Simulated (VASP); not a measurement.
Here is a VASP 6.6.1 calculation.

The input INCAR:

```
  PREC = Accurate
  ENCUT = 520
  EDIFF = 1E-7
  ISMEAR = 1
  SIGMA = 0.1
  LREAL = F
  LASPH = T
  NELM = 80
  ALGO = Normal
  ISIF = 2
  LWAVE = F
  LCHARG = F
  LMAXMIX = 4
  GGA = RP
  NBANDS = 11
  ICORELEVEL = 1
```

The input KPOINTS:

```
regular mesh
0
Gamma
  16 16 16
```

POSCAR

```
Pt                                      
1.0
    0.0000000000      1.9947353864      1.9947353864
    1.9947353864      0.0000000000      1.9947353864
    1.9947353864      1.9947353864      0.0000000000
  Pt            
     1
Direct
     0.0000000000000000    0.0000000000000000    0.0000000000000000
```

File KPOINTS_OPT:

```
explicit points
206
Reciprocal
 0.0000000000  0.0000000000  0.0000000000 1
 0.0263157895  0.0000000000  0.0263157895 1
 0.0526315789  0.0000000000  0.0526315789 1
 0.0789473684  0.0000000000  0.0789473684 1
 0.1052631579  0.0000000000  0.1052631579 1
 0.1315789474  0.0000000000  0.1315789474 1
[... 198 lines left out ...]
 0.5000000000  0.2500000000  0.7500000000 1
 0.5000000000  0.0000000000  0.5000000000 1
```

Potentials or basis: VASP PAW PBE potentials, release 64 (Pt).

Command:

```console
$ cat potpaw_PBE.64/Pt/POTCAR > POTCAR
$ mpirun -np 1 vasp_std > vasp.out
```

Problem. What does it give for the band gap along the path?

Solution. None (metal or under the smearing width).

Problem. Estimate the pressure.

Solution. -0.1 GPa.

Core levels (eV, on the scale of the bands):
| atom | levels |
| --- | --- |
| 1 Pt | 1s -78387.9, 2s -13757.5, 2p -11917.8, 3s -3221.4, 3p -2685.9, 3d -2106.3, 4s -681.7, 4p -506.2, 4d -293.2, 4f -56.7, 5s -88.1, 5p -42.2 |

Caveat: the PAW data sets were made with another functional, which shifts forces and pressure a little; spin-orbit coupling is left out, which moves the levels of the heavy elements.
